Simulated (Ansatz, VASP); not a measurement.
# One calculation of Mg6TiCu, two programs

Contents of INCAR:

```
SYSTEM = Mg6TiCu
PREC = Accurate
ENCUT = 520
EDIFF = 1E-7
ISMEAR = 0
SIGMA = 0.02
LREAL = .FALSE.
LASPH = .TRUE.
NELM = 60
ALGO = Normal
ISIF = 2
LWAVE = .FALSE.
LCHARG = .FALSE.
GGA = CA
NBANDS = 28
```

File KPOINTS:

```
regular mesh
0
G
  6 5 5
  0 0 0
```

Contents of POSCAR:

```
Mg6TiCu
1.0
    4.8544960000      0.0000000000      0.0000000000
    0.0000000000      3.0726120000      5.4061960000
    0.0000000000     -3.0726120000      5.4061960000
Cu Ti Mg
1 1 6
Cartesian
    0.0000000000      0.0000000000      8.8247067291
    2.4272480000      0.0000000000      7.3270066264
    2.4272480000      0.0000000000      1.7954733783
    2.4272480000     -1.5947286446      4.5157090197
    2.4272480000      1.5947286446      4.5157090197
    0.0000000000      0.0000000000      3.5875084160
    0.0000000000     -1.4890000656      6.3417274054
    0.0000000000      1.4890000656      6.3417274054
```

Contents of input.yaml:

```yaml
crystal:
  lattice:
    - [4.854496, 0.0, 0.0]
    - [0.0, 3.072612, 5.406196]
    - [0.0, -3.072612, 5.406196]
  atoms:
    - { symbol: Cu, position: [0.0, 0.816166, 0.816166] }
    - { symbol: Ti, position: [0.5, 0.677649, 0.677649] }
    - { symbol: Mg, position: [0.5, 0.166057, 0.166057] }
    - { symbol: Mg, position: [0.5, 0.158135, 0.677149] }
    - { symbol: Mg, position: [0.5, 0.677149, 0.158135] }
    - { symbol: Mg, position: [0.0, 0.331796, 0.331796] }
    - { symbol: Mg, position: [0.0, 0.344222, 0.828826] }
    - { symbol: Mg, position: [0.0, 0.828826, 0.344222] }
hamiltonian:
  xc: lda
  pseudopotentials: { kind: paw }
kpoints:
  mp_grid: { grid: [6, 5, 5] }
scf:
  occupations: { method: gaussian, width: 0.02 }
output:
  forces: true
  stress: true
  eigenvalues: true
  write_density: true
  write_potential: true
  elf: true
  volumetric_format: npy
```

The cell comes from a database or a generator and needn't be the stable form of this composition.

Alike in both runs: task single point; functional LDA; k mesh 6 × 5 × 5; occupations gaussian, width 0.02 eV; no spin polarisation.

|  | VASP | Ansatz |
| --- | --- | --- |
| version | VASP 6.6.1 | Ansatz 0.2.0 |
| potentials or method | VASP PAW LDA potentials, release 54 (Cu, Ti_sv, Mg) | Ansatz PAW |
| plane-wave cutoff (eV) | 520 | 420 |
| valence electrons in the cell | 35 | 91 |

VASP gave:

* gap on the k mesh at the Fermi level (eV): none
* pressure (GPa): -4.1
* largest component of the traceless stress (GPa): 0.46
* rms of the force components (eV/Å): 0.068

Question: What did Ansatz give for the same quantities?

Answer: gap on the k mesh at the Fermi level (eV): none; pressure (GPa): -3.7; largest component of the traceless stress (GPa): 0.51; rms of the force components (eV/Å): 0.073.

Atom by atom the forces differ by 0.005 eV/Å (rms over components). A gap of «none» marks a metal or a gap that the smearing closes. The two sets of potentials don't hold the same shells in valence.

Caveats: the PAW data sets come from PBE, with cores solved anew for the run's functional, which leaves a small shift of forces and pressure (Ansatz).
